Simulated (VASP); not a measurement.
Calculation: TPSS meta-GGA, VASP's PBE PAW potentials (set 64) (plane waves; VASP).

A VASP calculation is set up with these files.

INCAR:
```
ISMEAR = 0   # Gaussian
ENCUT = 520   # plane-wave cut-off (eV)
IBRION = 2
SIGMA = 0.05   # width (eV)
ISIF = 3   # ions, shape and volume
NSW = 60
EDIFF = 1E-6
ALGO = Normal   # blocked Davidson
EDIFFG = -0.02   # ionic stop
LCHARG = .FALSE.
LMAXMIX = 4
LMIXTAU = .TRUE.
NELM = 100
LWAVE = .FALSE.
LASPH = .TRUE.   # aspherical one-centre terms
PREC = Accurate
LREAL = .FALSE.   # projection in real space or not
SYSTEM = GaN
METAGGA = TPSS
```

POSCAR:
```
GaN
1.0
  1.6030792329  -2.7766146412   0.0000000000
  1.6030792329   2.7766146412   0.0000000000
  0.0000000000   0.0000000000   5.2176783978
Ga N
2 2
Direct
  0.6666670000   0.3333330000   0.5000491572
  0.3333330000   0.6666670000   0.0000491572
  0.6666670000   0.3333330000   0.8769508428
  0.3333330000   0.6666670000   0.3769508428
```

### KPOINTS
```
Automatic
0
Gamma
  7 7 4
```

POTCAR, in this order: Ga_d N (PBE.64 set). Program: vasp_std.

The run wrote:

OSZICAR:
```
       N       E                     dE             d eps       ncg     rms          rms(c)
DAV:   1     0.265892295998E+03    0.26589E+03   -0.18709E+04  1100   0.308E+03
DAV:   2    -0.511722127697E+01   -0.27101E+03   -0.26138E+03  1152   0.543E+02
DAV:   3    -0.387678883818E+02   -0.33651E+02   -0.33425E+02  1260   0.159E+02
DAV:   4    -0.400297250882E+02   -0.12618E+01   -0.12589E+01  1422   0.324E+01
DAV:   5    -0.400468929749E+02   -0.17168E-01   -0.17161E-01  1226   0.355E+00    0.894E+00
DAV:   6    -0.450583304830E+02   -0.50114E+01   -0.94989E+00  1794   0.444E+01    0.459E+00
DAV:   7    -0.437254997093E+02    0.13328E+01   -0.25467E+00  1790   0.255E+01    0.141E+00
DAV:   8    -0.440045808424E+02   -0.27908E+00   -0.10608E+00  1224   0.101E+01    0.119E+00
DAV:   9    -0.434279170099E+02    0.57666E+00   -0.26810E-01  1130   0.652E+00    0.586E-01
DAV:  10    -0.439156145222E+02   -0.48770E+00   -0.27370E-01  1196   0.817E+00    0.262E-01
DAV:  11    -0.440328483566E+02   -0.11723E+00   -0.33290E-02  1238   0.197E+00    0.161E-01
DAV:  12    -0.440250683559E+02    0.77800E-02   -0.17604E-03  1310   0.416E-01    0.139E-01
DAV:  13    -0.440464505536E+02   -0.21382E-01   -0.44542E-03  1470   0.115E+00    0.497E-02
DAV:  14    -0.440480386987E+02   -0.15881E-02   -0.25182E-03  1084   0.474E-01    0.250E-02
DAV:  15    -0.440486201045E+02   -0.58141E-03   -0.42953E-04  1328   0.172E-01    0.492E-02
DAV:  16    -0.440486457410E+02   -0.25637E-04   -0.27204E-04  1548   0.343E-01    0.649E-03
DAV:  17    -0.440486386972E+02    0.70439E-05   -0.35642E-05  1140   0.561E-02    0.838E-03
DAV:  18    -0.440486637621E+02   -0.25065E-04   -0.13338E-05   984   0.517E-02    0.410E-03
DAV:  19    -0.440486701805E+02   -0.64184E-05   -0.18289E-06   986   0.137E-02    0.144E-03
DAV:  20    -0.440486686040E+02    0.15765E-05   -0.63242E-07   642   0.821E-03    0.717E-04
DAV:  21    -0.440486707398E+02   -0.21358E-05   -0.24145E-07   528   0.974E-03    0.435E-04
DAV:  22    -0.440486699628E+02    0.77698E-06   -0.56386E-08   528   0.330E-03
   1 F= -.44048670E+02 E0= -.44048670E+02  d E =-.440487E+02
```

File OUTCAR:
```
------------------------ aborting loop because EDIFF is reached ----------------------------------------
  FORCE on cell =-STRESS in cart. coord.  units (eV):
  Direction    XX          YY          ZZ          XY          YZ          ZX
  --------------------------------------------------------------------------------------
  Total       -0.0116820     -0.0116820     -0.0081006      0.0000000      0.0000000      0.0000000
  in kB       -0.4029498     -0.4029498     -0.2794147      0.0000000      0.0000000      0.0000000
  external PRESSURE =      -0.3617714 kB  Pullay stress =       0.0000000 kB
  volume of cell :       46.45
      direct lattice vectors                 reciprocal lattice vectors
     1.603079233 -2.776614641  0.000000000     0.311899743 -0.180075403  0.000000000
     1.603079233  2.776614641  0.000000000     0.311899743  0.180075403  0.000000000
     0.000000000  0.000000000  5.217678398     0.000000000  0.000000000  0.191656121
  FREE ENERGIE OF THE ION-ELECTRON SYSTEM (eV)
  ---------------------------------------------------
  free  energy   TOTEN  =       -44.0486699628 eV

  energy  without entropy=      -44.0486699628  energy(sigma->0) =      -44.04866996

 reached required accuracy - stopping structural energy minimisation
```
(Selected blocks of OUTCAR.)

The compound is GaN in the wurtzite structure. It was relaxed first. The start is the result of an earlier pass.
